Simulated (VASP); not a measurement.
Set up this calculation in VASP 6.6.1, as the native input.

* Task: single point
* Functional: LDA
* Potentials or basis: VASP PAW LDA potentials, release 64 (Ba_sv, Li_sv, F)
* Cutoff: 520 eV
* k mesh: 6 × 6 × 6
* Occupations: gaussian, width 0.05 eV
* Spin: no spin polarisation
* Dipole correction: no
* Further INCAR settings: ALGO = Fast; EDIFF = 1e-06; NBANDS = 25

The structure of BaLiF3 lies in POSCAR:

```
BaLiF3
1.0
    3.9885816400      0.0000000000      0.0000000000
    0.0000000000      3.9885816400      0.0000000000
    0.0000000000      0.0000000000      3.9885816400
Ba Li F
1 1 3
Direct
    0.0000000000      0.0000000000      0.0000000000
    0.5000000000      0.5000000000      0.5000000000
    0.0000000000      0.5000000000      0.5000000000
    0.5000000000      0.5000000000      0.0000000000
    0.5000000000      0.0000000000      0.5000000000
```

The cell comes from a database or a generator and needn't be the stable form of this composition.

The input as run:

INCAR

```
SYSTEM = BaLiF3
PREC = Accurate
ENCUT = 520
EDIFF = 1E-6
ISMEAR = 0
SIGMA = 0.05
LREAL = .False.
LASPH = .True.
NELM = 80
ALGO = Fast
ISIF = 2
LWAVE = .False.
LCHARG = .False.
NBANDS = 25
```

KPOINTS

```
regular mesh
0
Gamma
  6 6 6
  0 0 0
```

Potentials or basis: VASP PAW LDA potentials, release 64 (Ba_sv, Li_sv, F).

Launch:

```bash
$ cat potpaw_LDA.64/Ba_sv/POTCAR potpaw_LDA.64/Li_sv/POTCAR potpaw_LDA.64/F/POTCAR > POTCAR
$ mpirun -np 1 vasp_std > vasp.out
```

It gave:

| Property | Result |
| --- | --- |
| Band gap on the k mesh | 6.47 eV, direct |

Caveat: spin-orbit coupling is left out, which moves the levels of the heavy elements.

Wall time 88 s on 1 thread of AMD EPYC 7R43 64-Core Processor (Zen 3) (shared host), peak memory 0.13 GiB.
